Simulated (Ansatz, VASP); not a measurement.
# Cs3Pt: VASP beside Ansatz

```
CELL_PARAMETERS angstrom
5.81592 0.00000 0.00000
0.00000 5.81592 0.00000
0.00000 0.00000 5.81592
ATOMIC_POSITIONS crystal
Pt 0.50000 0.50000 0.50000
Cs 0.50000 0.00000 0.00000
Cs 0.00000 0.50000 0.00000
Cs 0.00000 0.00000 0.50000
```

Change from the starting cell: volume scaled by 1.02.

Alike in both runs: task single point; functional PBE; k mesh 5 × 5 × 5; occupations fermi-dirac, width 0.05 eV; no spin polarisation.

|  | VASP | Ansatz |
| --- | --- | --- |
| version | VASP 6.6.1 | Ansatz 0.2.0 |
| potentials or method | VASP PAW PBE potentials, release 64 (Pt, Cs_sv) | Ansatz PAW |
| plane-wave cutoff (eV) | 520 | 420 |
| valence electrons in the cell | 37 | 45 |

|  | VASP | Ansatz | Ansatz less VASP |
| --- | --- | --- | --- |
| gap on the k mesh at the Fermi level (eV) | none | none | - |
| pressure (GPa) | -0.4 | -0.4 | -0.03 |

A gap of «none» marks a metal or a gap that the smearing closes. The two sets of potentials don't hold the same shells in valence.

The runs have no spin-orbit coupling, so splittings on Cs, Pt are missing.
